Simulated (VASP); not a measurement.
Computed with PBE GGA with D3 dispersion (zero damping), VASP's PBE PAW potentials (set 64) (plane waves; VASP).

VASP ran on this input.

### POSCAR
```
Ni3Fe
1
    3.5403362627     0.0000000000     0.0000000000
    0.0000000000     3.5403362627     0.0000000000
    0.0000000000     0.0000000000     3.5403362627
Fe Ni
1 3
Direct
  0.0000000000   0.0000000000   0.0000000000
  0.0000000000   0.5000000000   0.5000000000
  0.5000000000   0.0000000000   0.5000000000
  0.5000000000   0.5000000000   0.0000000000
```

### KPOINTS
```
Automatic mesh
0
Gamma
9 9 9
0 0 0
```

INCAR:
```
! general
SYSTEM   =  Ni3Fe
PREC     =  Accurate
ENCUT    =  520
LREAL    =  .False.
LASPH    =  .True.

! electronic loop
EDIFF    =  1E-7
NELM     =  100
ALGO     =  Normal
LMAXMIX  =  4

! smearing
ISMEAR   =  1
SIGMA    =  0.1

! functional
GGA      =  PE
IVDW     =  11

! spin
ISPIN    =  2
MAGMOM   =  2.9 0.6 0.6 0.6

! ions
ISIF     =  2

! output
LWAVE    =  .False.
LCHARG   =  .False.
LORBIT   =  10
```

POTCAR, in this order: Fe Ni (PBE.64 set). Program: vasp_std.

Output

File OUTCAR:
```
 ion  position               nearest neighbor table
   1  0.000  0.000  0.000-   2 2.50   3 2.50   4 2.50   2 2.50   3 2.50   2 2.50   4 2.50   2 2.50
                             3 2.50   4 2.50   3 2.50   4 2.50
   2  0.000  0.500  0.500-   1 2.50   3 2.50   4 2.50   1 2.50   4 2.50   1 2.50   3 2.50   1 2.50
                             3 2.50   4 2.50   4 2.50   3 2.50
   3  0.500  0.000  0.500-   1 2.50   2 2.50   4 2.50   1 2.50   4 2.50   2 2.50   4 2.50   4 2.50
                             1 2.50   2 2.50   1 2.50   2 2.50
   4  0.500  0.500  0.000-   1 2.50   2 2.50   3 2.50   2 2.50   3 2.50   1 2.50   3 2.50   3 2.50
                             1 2.50   2 2.50   2 2.50   1 2.50
  LATTYP: Found a simple cubic cell.
 ALAT       =     3.5403362627
 Subroutine PRICEL returns:
 Original cell was already a primitive cell.
 Subroutine GETGRP returns: Found 48 space group operations
The static configuration has the point symmetry O_h .
The dynamic configuration has the point symmetry O_h .
The overall configuration has the point symmetry O_h .
 Subroutine INISYM returns: Found 48 space group operations
 Subroutine IBZKPT returns following result:
 Found     35 irreducible k-points:

 Following reciprocal coordinates:
            Coordinates               Weight
  0.000000  0.000000  0.000000      1.000000
  0.111111  0.000000  0.000000      6.000000
  0.222222  0.000000  0.000000      6.000000
  0.333333  0.000000  0.000000      6.000000
  0.444444  0.000000  0.000000      6.000000
  0.111111  0.111111  0.000000     12.000000
  0.222222  0.111111  0.000000     24.000000
  0.333333  0.111111  0.000000     24.000000
  0.444444  0.111111  0.000000     24.000000
  0.222222  0.222222  0.000000     12.000000
  0.333333  0.222222  0.000000     24.000000
  0.444444  0.222222  0.000000     24.000000
  0.333333  0.333333  0.000000     12.000000
  0.444444  0.333333  0.000000     24.000000
  0.444444  0.444444  0.000000     12.000000
  0.111111  0.111111  0.111111      8.000000
  0.222222  0.111111  0.111111     24.000000
  0.333333  0.111111  0.111111     24.000000
  0.444444  0.111111  0.111111     24.000000
  0.222222  0.222222  0.111111     24.000000
  0.333333  0.222222  0.111111     48.000000
  0.444444  0.222222  0.111111     48.000000
  0.333333  0.333333  0.111111     24.000000
  0.444444  0.333333  0.111111     48.000000
  0.444444  0.444444  0.111111     24.000000
  0.222222  0.222222  0.222222      8.000000
  0.333333  0.222222  0.222222     24.000000
  0.444444  0.222222  0.222222     24.000000
  0.333333  0.333333  0.222222     24.000000
  0.444444  0.333333  0.222222     48.000000
  0.444444  0.444444  0.222222     24.000000
  0.333333  0.333333  0.333333      8.000000
  0.444444  0.333333  0.333333     24.000000
  0.444444  0.444444  0.333333     24.000000
  0.444444  0.444444  0.444444      8.000000
   k-points           NKPTS =     35   k-points in BZ     NKDIM =     35   number of bands    NBANDS=     25
   number of dos      NEDOS =    301   number of ions     NIONS =      4
   total plane-waves  NPLWV =  21952
   dimension x,y,z NGX =    28 NGY =   28 NGZ =   28
   dimension x,y,z NGXF=    56 NGYF=   56 NGZF=   56
   ions per type =               1   3
   PREC   = accura    normal or accurate (medium, high low for compatibility)
   ISTART =      0    job   : 0-new  1-cont  2-samecut
   ICHARG =      2    charge: 1-file 2-atom 10-const
   ISPIN  =      2    spin polarized calculation?
   LNONCOLLINEAR =      F non collinear calculations
   LSORBIT =      F    spin-orbit coupling
   INIWAV =      1    electr: 0-lowe 1-rand  2-diag
   ENCUT  =  520.0 eV  38.22 Ry    6.18 a.u.   6.58  6.58  6.58*2*pi/ulx,y,z
   NELM   =    100;   NELMIN=  2; NELMDL= -5     # of ELM steps
   EDIFF  = 0.1E-06   stopping-criterion for ELM
   LREAL  =      F    real-space projection
...
```

**OSZICAR**
```
       N       E                     dE             d eps       ncg     rms          rms(c)
DAV:   1     0.243011167653E+03    0.24301E+03   -0.17470E+04  3596   0.213E+03
DAV:   2    -0.146070660778E+02   -0.25762E+03   -0.24966E+03  3542   0.375E+02
DAV:   3    -0.289494201276E+02   -0.14342E+02   -0.13572E+02  3666   0.120E+02
DAV:   4    -0.291774938411E+02   -0.22807E+00   -0.22694E+00  3685   0.158E+01
DAV:   5    -0.291835216665E+02   -0.60278E-02   -0.60266E-02  4924   0.211E+00    0.207E+01
DAV:   6    -0.265456496168E+02    0.26379E+01   -0.42559E+01  3684   0.103E+02    0.218E+01
DAV:   7    -0.296866181508E+02   -0.31410E+01   -0.25552E+01  4149   0.128E+02    0.273E+01
DAV:   8    -0.248496280494E+02    0.48370E+01   -0.17873E+01  4308   0.582E+01    0.605E+00
DAV:   9    -0.250205659669E+02   -0.17094E+00   -0.76867E-01  3936   0.114E+01    0.344E+00
DAV:  10    -0.249922440625E+02    0.28322E-01   -0.14158E-01  4833   0.917E+00    0.159E+00
DAV:  11    -0.249876967467E+02    0.45473E-02   -0.45956E-02  5107   0.311E+00    0.119E+00
DAV:  12    -0.249902751934E+02   -0.25784E-02   -0.84707E-03  4038   0.226E+00    0.375E-01
DAV:  13    -0.249903586017E+02   -0.83408E-04   -0.28382E-03  5050   0.895E-01    0.843E-02
DAV:  14    -0.249904310342E+02   -0.72432E-04   -0.30780E-04  4322   0.191E-01    0.111E-01
DAV:  15    -0.249904301080E+02    0.92621E-06   -0.13551E-04  4223   0.337E-01    0.213E-02
DAV:  16    -0.249904299379E+02    0.17006E-06   -0.23262E-05  4597   0.687E-02    0.200E-02
DAV:  17    -0.249904300080E+02   -0.70068E-07   -0.15930E-06  4085   0.278E-02    0.859E-03
DAV:  18    -0.249904296590E+02    0.34899E-06   -0.71634E-07  4320   0.180E-02    0.452E-03
DAV:  19    -0.249904295818E+02    0.77208E-07   -0.21797E-07  2021   0.104E-02
   1 F= -.26456800E+02 E0= -.26455777E+02  d E =-.307081E-02  mag=     4.7297
```

### OUTCAR
```
------------------------ aborting loop because EDIFF is reached ----------------------------------------
 Edisp (eV)   -1.46637
  FORCE on cell =-STRESS in cart. coord.  units (eV):
  Direction    XX          YY          ZZ          XY          YZ          ZX
  --------------------------------------------------------------------------------------
  Total      -1.63616    -1.63616    -1.63616     0.00000     0.00000     0.00000
  in kB     -59.07480   -59.07480   -59.07480     0.00000     0.00000     0.00000
  external pressure =      -59.07 kB  Pullay stress =        0.00 kB
  volume of cell :       44.37
      direct lattice vectors                 reciprocal lattice vectors
     3.540336263  0.000000000  0.000000000     0.282459045  0.000000000  0.000000000
     0.000000000  3.540336263  0.000000000     0.000000000  0.282459045  0.000000000
     0.000000000  0.000000000  3.540336263     0.000000000  0.000000000  0.282459045
 POSITION                                       TOTAL-FORCE (eV/Angst)
 -----------------------------------------------------------------------------------
      0.00000      0.00000      0.00000         0.000000      0.000000      0.000000
      0.00000      1.77017      1.77017         0.000000      0.000000      0.000000
      1.77017      0.00000      1.77017         0.000000      0.000000      0.000000
      1.77017      1.77017      0.00000         0.000000      0.000000      0.000000
 -----------------------------------------------------------------------------------
    total drift:                                0.000000      0.000000      0.000000
  FREE ENERGIE OF THE ION-ELECTRON SYSTEM (eV)
  ---------------------------------------------------
  free  energy   TOTEN  =       -26.4568003425 eV

  energy  without entropy=      -26.4537295364  energy(sigma->0) =      -26.45577674

 total charge

# of ion       s       p       d       tot
------------------------------------------
    1        0.475   0.504   6.116   7.094
    2        0.505   0.511   8.327   9.343
    3        0.505   0.511   8.327   9.343
    4        0.505   0.511   8.327   9.343
--------------------------------------------------
tot          1.990   2.037  31.097  35.125

 magnetization (x)

# of ion       s       p       d       tot
------------------------------------------
    1        0.012  -0.000   2.886   2.898
    2       -0.015  -0.044   0.680   0.621
    3       -0.015  -0.044   0.680   0.621
    4       -0.015  -0.044   0.680   0.621
--------------------------------------------------
tot         -0.034  -0.134   4.927   4.759
```
(Selected blocks of OUTCAR.)

The compound is Ni3Fe in the L1_2 structure. This cell is one point of a volume scan, at 1.03 of the reference volume.
